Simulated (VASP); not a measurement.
Given:

```yaml
crystal:
  lattice:
    - [4.48701, 0.00000, 0.00000]
    - [0.00000, 4.48701, 0.00000]
    - [0.00000, 0.00000, 3.15499]
  atoms:
    - { symbol: Ir, position: [0.00000, 0.00000, 0.00000] }
    - { symbol: Ir, position: [0.50000, 0.50000, 0.50000] }
    - { symbol: O, position: [0.30853, 0.30853, 0.00000] }
    - { symbol: O, position: [0.80853, 0.19147, 0.50000] }
    - { symbol: O, position: [0.19147, 0.80853, 0.50000] }
    - { symbol: O, position: [0.69147, 0.69147, 0.00000] }
```

Method: AM05 GGA, VASP's PBE PAW potentials (set 64) (plane waves; VASP). Run with 520 eV cut-off, 8×8×11 Γ-centred mesh, tetrahedra with Blöchl corrections, potentials Ir O.

The cores are frozen, which limits the accuracy of field gradients.

Problem. Give the principal components of the electric field gradient (V/Å²) and the asymmetry η at each nucleus.

Solution. 
| atom | Vxx | Vyy | Vzz | η |
|---|---|---|---|---|
| Ir1 | -196.9 | -16.9 | 213.8 | 0.84 |
| Ir2 | -196.9 | -16.9 | 213.8 | 0.84 |
| O3 | 57.1 | 40.5 | -97.5 | 0.17 |
| O4 | 57.1 | 40.5 | -97.5 | 0.17 |
| O5 | 57.1 | 40.5 | -97.5 | 0.17 |
| O6 | 57.1 | 40.5 | -97.5 | 0.17 |

The compound is IrO2 in the rutile structure. It was relaxed first.
